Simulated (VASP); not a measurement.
Here is the system:

```
CELL_PARAMETERS angstrom
      4.29000     0.00000     0.00000
      0.00000     4.29000     0.00000
      0.00000     0.00000     4.29000
ATOMIC_POSITIONS crystal
  Cs 0.00000 0.00000 0.00000
  Br 0.50000 0.50000 0.50000
```

Calculation: r2SCAN+rVV10, VASP's PBE PAW potentials (set 64) (plane waves; VASP 6.6.1). Settings: 520 eV cut-off, 6×6×6 Γ-centred mesh, Gaussian smearing of 0.050 eV, potentials Cs_sv Br.

### Question
The ions, cell shape and volume are relaxed. What does this cell relax into?

### Answer

```
CELL_PARAMETERS angstrom
      4.27077     0.00000     0.00000
      0.00000     4.27077     0.00000
      0.00000     0.00000     4.27077
ATOMIC_POSITIONS crystal
  Cs 0.00000 0.00000 0.00000
  Br 0.50000 0.50000 0.50000
```
Space group Pm-3m (221), at a tolerance of 0.03 Å.

### Question
How do energy and volume change from the first to the last step?

### Answer
The energy (σ→0) changes by -0.4 meV/atom and the volume by -1.3 %, in 3 ionic steps.

The compound is CsBr in the CsCl type structure. This run relaxes it. Symmetry was kept, so distortions that lower it aren't found.
